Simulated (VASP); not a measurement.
Crystal: Ti2TeAs2.

```
CELL_PARAMETERS angstrom
-2.19833 2.19833 5.44939
2.19833 -2.19833 5.44939
2.19833 2.19833 -5.44939
ATOMIC_POSITIONS crystal
Ti 0.75000 0.25000 0.50000
Ti 0.25000 0.75000 0.50000
Te 0.00000 0.00000 0.00000
As 0.61915 0.61915 0.00000
As 0.38085 0.38085 0.00000
```

The cell was built by a generator and needn't be a form met in nature.

```yaml
Program: VASP 6.6.1
Task: relaxation of cell and atoms
Functional: PBE
Potentials_or_basis: VASP PAW PBE potentials, release 64 (Ti_sv, Te, As)
Cutoff: 520 eV
k_mesh: 5 × 5 × 5
Occupations: gaussian, width 0.15 eV
Spin: no spin polarisation
```

At the start: pressure -1.6 GPa; volume 21.07 Å³/atom.

Q: Where does the relaxation end?

A: Over 9 steps the energy falls by 238.9 meV/atom and the volume is 20.20 Å³/atom (-4.1 %); space group I4/mmm (No. 139, to 0.05 Å).

The path:
```csv
step,energy change (eV),largest force (eV/Å),pressure (GPa),volume (Å³)
1,0.0000,1.2160,-1.60,105.34
2,-0.5943,1.0228,0.61,101.93
3,-0.6524,0.2917,13.46,89.14
4,-1.0097,0.9099,6.04,95.71
5,-1.1552,0.1006,-2.87,104.31
6,-1.1865,0.3244,-1.10,101.59
7,-1.1863,0.3535,-0.39,101.31
8,-1.1867,0.3420,-0.32,101.42
9,-1.1943,0.0562,0.17,101.02
```

Final structure:
```cif
data_structure
_symmetry_space_group_name_H-M 'P 1'
_symmetry_Int_Tables_number 1
_cell_length_a 5.6094
_cell_length_b 5.6094
_cell_length_c 5.6094
_cell_angle_alpha 130.028
_cell_angle_beta 130.028
_cell_angle_gamma 73.363
_cell_volume 101.02
loop_
_atom_site_label
_atom_site_type_symbol
_atom_site_fract_x
_atom_site_fract_y
_atom_site_fract_z
_atom_site_occupancy
Ti1 Ti 0.75000 0.25000 0.50000 1
Ti2 Ti 0.25000 0.75000 0.50000 1
Te1 Te 0.00000 0.00000 0.00000 1
As1 As 0.63938 0.63938 0.00000 1
As2 As 0.36062 0.36062 0.00000 1
```

Caveat: the k mesh is coarse (spacing up to 0.40 Å⁻¹), so the values aren't converged; the relaxation stopped at a loose force limit of 0.08 eV/Å, so its end isn't a converged minimum.
